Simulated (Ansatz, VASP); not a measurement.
# Cross-check of LiZnF3 between VASP and Ansatz, part 2 of 3

Wanted: the spread between two codes on one cell, functional and k mesh. The cell is generated by rule, not measured, and may not be a known phase. The cell is taken from a series of runs on this material, whose earlier steps may have relaxed, scaled, displaced or heated it; both programs get it as it stands.

VASP 6.6.1 and Ansatz 0.2.0.

So far: The starting structure; VASP: zone-centre phonons, PBEsol.

### 2. VASP: zone-centre phonons, PBEsol (continued)

Level of this step: PBEsol; plane waves and PAW (Li_sv, Zn, F); invented cell (VASP).

Parts of OUTCAR (step 2):

```text
ion  position               nearest neighbor table
   1  0.750  0.750  0.750-   6 1.84   8 1.84  10 1.84
   2  0.250  0.250  0.250-   5 1.84   7 1.84   9 1.84
   3  0.500  0.500  0.500-   9 2.03  10 2.03   7 2.03   8 2.03   5 2.03   6 2.03
   4  0.000  0.000  0.000-   9 2.03  10 2.03   5 2.03   6 2.03   7 2.03   8 2.03
   5  0.250  0.894  0.606-   2 1.84   4 2.03   3 2.03
   6  0.750  0.106  0.394-   1 1.84   4 2.03   3 2.03
   7  0.606  0.250  0.894-   2 1.84   3 2.03   4 2.03
   8  0.394  0.750  0.106-   1 1.84   3 2.03   4 2.03
   9  0.894  0.606  0.250-   2 1.84   3 2.03   4 2.03
  10  0.106  0.394  0.750-   1 1.84   3 2.03   4 2.03

  LATTYP: Found a trigonal (rhomboedric) cell.
 ALAT       =     5.5006764276
 COS(alpha) =     0.5561341076

 Subroutine GETGRP returns: Found 12 space group operations
 (whereof  6 operations were pure point group operations)

The static configuration has the point symmetry S_6 .
 The point group associated with its full space group is D_3d.

 Found     32 irreducible k-points:

   k-points           NKPTS =     32   k-points in BZ     NKDIM =     32   number of bands    NBANDS=     46

   dimension x,y,z NGX =    50 NGY =   50 NGZ =   50
   dimension x,y,z NGXF=   100 NGYF=  100 NGZF=  100

   ENCUT  =  750.0 eV  55.12 Ry    7.42 a.u.  12.28 12.28 12.28*2*pi/ulx,y,z

   NELECT =      72.0000    total number of electrons

 k-points in reciprocal lattice and weights: Automatic mesh
   0.00000000  0.00000000  0.00000000       0.005
   0.16666667  0.00000000  0.00000000       0.028
   0.33333333  0.00000000  0.00000000       0.028
   0.50000000  0.00000000 -0.00000000       0.014
   0.16666667  0.16666667  0.00000000       0.028
   0.33333333  0.16666667  0.00000000       0.056
   0.50000000  0.16666667  0.00000000       0.056
  -0.33333333  0.16666667 -0.00000000       0.056
  -0.16666667  0.16666667  0.00000000       0.028
[...]
-0.33333333  0.50000000  0.33333333       0.028
   0.50000000  0.50000000  0.50000000       0.005

 average (electrostatic) potential at core
       1 -61.9012       2 -61.9012       3 -36.3237       4 -36.3237       5 -78.1405
       6 -78.1405       7 -78.1405       8 -78.1405       9 -78.1405      10 -78.1405

  Total        0.2358076      0.2358076      0.1178143     -0.0000000     -0.0000000      0.0000000
[...]
0.000000  0.000000  3.461715     0.653667    0.000002    0.000000
      0.000000  0.000000  6.923429    -0.000000    0.000000   -0.000000
      0.000000  0.000000  0.000000    -0.000000    0.000000    0.000000
     -1.669603 -0.100403  8.077334    -0.071878    0.084929   -0.001912
      1.669603  0.100403  5.769524     0.071878   -0.084929    0.001912
      0.921753 -1.395717  8.077334    -0.071879   -0.084931    0.001912
     -0.921753  1.395717  5.769524     0.071879    0.084931   -0.001912
      0.747850  1.496120  8.077334    -0.218982   -0.000000    0.000000
     -0.747850 -1.496120  5.769524     0.218982    0.000000   -0.000000

   2 f  =   15.662925 THz    98.413058 2PiTHz  522.458930 cm-1    64.776622 meV
             X         Y         Z           dx          dy          dz
      0.000000  0.000000 10.385144     0.000002   -0.653667   -0.000000
      0.000000  0.000000  3.461715    -0.000002    0.653667    0.000000
      0.000000  0.000000  6.923429    -0.000000    0.000000   -0.000000
      0.000000  0.000000  0.000000     0.000000    0.000000    0.000000
     -1.669603 -0.100403  8.077334     0.084930   -0.169948   -0.001104
      1.669603  0.100403  5.769524    -0.084930    0.169948    0.001104
      0.921753 -1.395717  8.077334    -0.084930   -0.169947   -0.001104
     -0.921753  1.395717  5.769524     0.084930    0.169947    0.001104
      0.747850  1.496120  8.077334     0.000001   -0.022844    0.002207
     -0.747850 -1.496120  5.769524    -0.000001    0.022844   -0.002207

   3 f  =   15.403590 THz    96.783611 2PiTHz  513.808462 cm-1    63.704102 meV
             X         Y         Z           dx          dy          dz
      0.000000  0.000000 10.385144    -0.632392    0.000002   -0.000000
      0.000000  0.000000  3.461715    -0.632392    0.000002    0.000000
      0.000000  0.000000  6.923429     0.041398   -0.008640   -0.000000
      0.000000  0.000000  0.000000     0.041398    0.008640    0.000000
     -1.669603 -0.100403  8.077334     0.025619   -0.129594    0.020618
      1.669603  0.100403  5.769524     0.025619   -0.129594    0.020618
      0.921753 -1.395717  8.077334     0.025618    0.129593   -0.020618
     -0.921753  1.395717  5.769524     0.025618    0.129593   -0.020618
      0.747850  1.496120  8.077334     0.250081    0.000000    0.000000
     -0.747850 -1.496120  5.769524     0.250081    0.000000    0.000000

   4 f  =   15.403590 THz    96.783611 2PiTHz  513.808462 cm-1    63.704102 meV
             X         Y         Z           dx          dy          dz
      0.000000  0.000000 10.385144     0.000002    0.632392    0.000000
      0.000000  0.000000  3.461715     0.000002    0.632392    0.000000
      0.000000  0.000000  6.923429    -0.008640   -0.041398    0.000000
      0.000000  0.000000  0.000000     0.008640   -0.041398    0.000000
     -1.669603 -0.100403  8.077334     0.129593   -0.175260   -0.011904
      1.669603  0.100403  5.769524     0.129593   -0.175260   -0.011904
      0.921753 -1.395717  8.077334    -0.129594   -0.175261   -0.011904
     -0.921753  1.395717  5.769524    -0.129594   -0.175261   -0.011904
      0.747850  1.496120  8.077334    -0.000001    0.049202    0.023807
     -0.747850 -1.496120  5.769524    -0.000001    0.049202    0.023807

   5 f  =   14.491586 THz    91.053322 2PiTHz  483.387286 cm-1    59.932358 meV
             X         Y         Z           dx          dy          dz
      0.000000  0.000000 10.385144    -0.000000   -0.000000    0.019489
      0.000000  0.000000  3.461715     0.000000    0.000000   -0.019489
      0.000000  0.000000  6.923429    -0.000000    0.000000    0.000000
      0.000000  0.000000  0.000000    -0.000000    0.000000    0.000000
     -1.669603 -0.100403  8.077334    -0.265553   -0.153317    0.269288
      1.669603  0.100403  5.769524     0.265553    0.153317   -0.269288
      0.921753 -1.395717  8.077334     0.265553   -0.153317    0.269288
     -0.921753  1.395717  5.769524    -0.265553    0.153317   -0.269288
      0.747850  1.496120  8.077334     0.000000    0.306634    0.269288
     -0.747850 -1.496120  5.769524    -0.000000   -0.306634   -0.269288

   6 f  =   12.380486 THz    77.788886 2PiTHz  412.968554 cm-1    51.201552 meV
             X         Y         Z           dx          dy          dz
      0.000000  0.000000 10.385144    -0.142686    0.000001   -0.000000
      0.000000  0.000000  3.461715    -0.142686    0.000001   -0.000000
      0.000000  0.000000  6.923429    -0.173517    0.109814    0.000000
      0.000000  0.000000  0.000000    -0.173519   -0.109812   -0.000000
     -1.669603 -0.100403  8.077334     0.258115    0.211972   -0.318177
      1.669603  0.100403  5.769524     0.258115    0.211972   -0.318177
      0.921753 -1.395717  8.077334     0.258117   -0.211972    0.318179
     -0.921753  1.395717  5.769524     0.258117   -0.211972    0.318179
      0.747850  1.496120  8.077334    -0.109029   -0.000002   -0.000002
     -0.747850 -1.496120  5.769524    -0.109029   -0.000002   -0.000002

   7 f  =   12.380486 THz    77.788886 2PiTHz  412.968554 cm-1    51.201552 meV
             X         Y         Z           dx          dy          dz
      0.000000  0.000000 10.385144     0.000001    0.142686   -0.000000
      0.000000  0.000000  3.461715     0.000001    0.142686   -0.000000
      0.000000  0.000000  6.923429     0.109814    0.173517   -0.000000
      0.000000  0.000000  0.000000    -0.109812    0.173519   -0.000000
     -1.669603 -0.100403  8.077334    -0.211973   -0.013354    0.183702
      1.669603  0.100403  5.769524    -0.211973   -0.013354    0.183702
      0.921753 -1.395717  8.077334     0.211970   -0.013351    0.183698
     -0.921753  1.395717  5.769524     0.211970   -0.013351    0.183698
      0.747850  1.496120  8.077334     0.000001   -0.380498   -0.367400
     -0.747850 -1.496120  5.769524     0.000001   -0.380498   -0.367400

   8 f  =   11.620997 THz    73.016879 2PiTHz  387.634742 cm-1    48.060561 meV
             X         Y         Z           dx          dy          dz
      0.000000  0.000000 10.385144    -0.000000   -0.000000   -0.039098
      0.000000  0.000000  3.461715     0.000000   -0.000000   -0.039098
      0.000000  0.000000  6.923429    -0.000000   -0.000000   -0.239920
      0.000000  0.000000  0.000000     0.000000   -0.000000   -0.239920
     -1.669603 -0.100403  8.077334    -0.303096   -0.174993    0.156461
      1.669603  0.100403  5.769524    -0.303096   -0.174993    0.156461
      0.921753 -1.395717  8.077334     0.303096   -0.174993    0.156461
     -0.921753  1.395717  5.769524     0.303096   -0.174993    0.156461
      0.747850  1.496120  8.077334     0.000000    0.349985    0.156461
     -0.747850 -1.496120  5.769524     0.000000    0.349985    0.156461

   9 f  =   10.136234 THz    63.687837 2PiTHz  338.108373 cm-1    41.920077 meV
             X         Y         Z           dx          dy          dz
      0.000000  0.000000 10.385144     0.000000   -0.000000    0.000000
      0.000000  0.000000  3.461715     0.000000    0.000000    0.000000
      0.000000  0.000000  6.923429    -0.000000    0.000000   -0.218635
      0.000000  0.000000  0.000000    -0.000000   -0.000000    0.218635
     -1.669603 -0.100403  8.077334    -0.194122    0.336229   -0.000000
      1.669603  0.100403  5.769524    -0.194122    0.336229   -0.000000
      0.921753 -1.395717  8.077334    -0.194122   -0.336229    0.000000
     -0.921753  1.395717  5.769524    -0.194122   -0.336229    0.000000
      0.747850  1.496120  8.077334     0.388243   -0.000000    0.000000
     -0.747850 -1.496120  5.769524     0.388243   -0.000000   -0.000000
    [... 271 further lines ...]
      0.747850  1.496120  8.077334    -0.000000    0.120226   -0.176037
     -0.747850 -1.496120  5.769524    -0.000000    0.120226   -0.176037

 MACROSCOPIC STATIC DIELECTRIC TENSOR IONIC CONTRIBUTION
 ------------------------------------------------------
           5.749205     0.000000     0.000000
           0.000000     5.749205     0.000000
           0.000000     0.000000     2.594274
 ------------------------------------------------------

 ELASTIC MODULI CONTR FROM IONIC RELAXATION (kBar)
 Direction    XX          YY          ZZ          XY          YZ          ZX
 --------------------------------------------------------------------------------
 XX        -134.4233     82.9146    -49.4623     -0.0000    -26.4108      0.0000
 YY          82.9146   -134.4233    -49.4623     -0.0000     26.4108     -0.0000
 ZZ         -49.4623    -49.4623    -94.9947     -0.0000      0.0000     -0.0000
 XY          -0.0000     -0.0000     -0.0000   -108.6824      0.0000    -27.3446
 YZ         -26.4108     26.4108      0.0000      0.0000    -90.2713     -0.0000
 ZX           0.0000     -0.0000     -0.0000    -27.3446     -0.0000    -87.9567
 --------------------------------------------------------------------------------

 PIEZOELECTRIC TENSOR IONIC CONTR  for field in x, y, z        (C/m^2)
          XX          YY          ZZ          XY          YZ          ZX
  --------------------------------------------------------------------------------
  x     0.00000     0.00000     0.00000    -0.00000     0.00000     0.00000
  y     0.00000    -0.00000    -0.00000     0.00000    -0.00000     0.00000
  z     0.00000    -0.00000     0.00000    -0.00000    -0.00000    -0.00000
```

With imaginary modes the cell is no minimum, so the ionic parts of its dielectric, piezoelectric and elastic tensors have no meaning.

(Continued in part 3 of 3.)

[Lines on the potential files, build, host, timing and source positions are cut from VASP's logs without a mark.]

[Logs are printed without paths, hosts, clocks, repeated set-up lines and the standing remarks that a program may print on its own settings, such as how far it seeks lower states.]

[Hosts, paths, dates, database ids (printed as entryN), source tags and the programs' standing remarks are cut or masked in the printed files.]
